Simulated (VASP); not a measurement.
Here is the system:

```
CELL_PARAMETERS angstrom
      1.37757    -2.38602     0.00000
      1.37757     2.38602     0.00000
      0.00000     0.00000     4.34116
ATOMIC_POSITIONS crystal
  Os 0.33333 0.66667 0.25000
  Os 0.66667 0.33333 0.75000
```

Method: PBE GGA, VASP's PBE PAW potentials (set 64) (plane waves; VASP). Numerical set-up: 480 eV cut-off, 14×14×8 Γ-centred mesh, first-order Methfessel-Paxton smearing of 0.10 eV, potentials Os.

Each relaxation starts from this cell; other phases were not tried.

Problem. The cell is relaxed at 10 GPa. What happens?

Solution. The volume per atom goes from 14.27 to 13.94 Å³ (-2.3 %), and the cell becomes a = 2.733 Å, b = 2.733 Å, c = 4.311 Å, α = 90.00°, β = 90.00°, γ = 120.00°, space group P6_3/mmc.

Failed runs are left out, and for metals the shear rows, which the mesh's noise covers.

The compound is Os in the hcp structure.
